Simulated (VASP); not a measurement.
Write the native input for VASP 6.6.1 that does the following.

- Task: relaxation of cell and atoms
- Functional: PBE
- Potentials or basis: VASP PAW PBE potentials, release 64 (Y_sv, Ge_d)
- Cutoff: 600 eV
- k mesh: 6 × 6 × 6
- Occupations: fermi-dirac, width 0.05 eV
- Spin: no spin polarisation
- Further INCAR settings: ALGO = Normal; EDIFF = 1e-07; IBRION = 2; EDIFFG = -0.01; NSW = 40; ISIF = 3

The structure of Y3Ge lies in POSCAR:

```
Y3Ge
1.0
   -2.2653940000      2.2653940000      5.1970200000
    2.2653940000     -2.2653940000      5.1970200000
    2.2653940000      2.2653940000     -5.1970200000
Y Ge
3 1
Direct
    0.5000000000      0.5000000000      0.0000000000
    0.2500000000      0.7500000000      0.5000000000
    0.7500000000      0.2500000000      0.5000000000
    0.0000000000      0.0000000000      0.0000000000
```

The cell comes from a database or a generator and needn't be the stable form of this composition.

The input as run:

INCAR

```
SYSTEM = Y3Ge
PREC = Accurate
ENCUT = 600
EDIFF = 1E-7
ISMEAR = -1
SIGMA = 0.05
LREAL = .FALSE.
LASPH = .TRUE.
NELM = 60
ALGO = Normal
ISIF = 3
LWAVE = .FALSE.
LCHARG = .FALSE.
GGA = PE
IBRION = 2
NSW = 40
EDIFFG = -0.01
```

KPOINTS

```
Automatic mesh
0
G
  6 6 6
  0 0 0
```

Potentials or basis: VASP PAW PBE potentials, release 64 (Y_sv, Ge_d).

Launch:

```bash
$ cat potpaw_PBE.64/Y_sv/POTCAR potpaw_PBE.64/Ge_d/POTCAR > POTCAR
$ mpirun -np 1 vasp_std > vasp.out
```

It gave:

```
Relaxed volume                         : 26.54 Å³/atom
Relaxed cell                           : a = 6.094 Å, b = 6.094 Å, c = 6.094 Å, α = 136.42°, β = 136.42°, γ = 63.33°
Space group after relaxing (to 0.05 Å) : I4/mmm (No. 139)
Energy gained by relaxing              : 0.1 meV/atom
Ionic steps                            : 3
Pressure after relaxing                : 0.0 GPa
Band gap on the k mesh                 : none (metal or under the smearing width)
```

Run time: 7.4 min on 1 thread of Intel(R) Xeon(R) 6975P-C (Granite Rapids), on a shared host, peak memory 0.44 GiB.
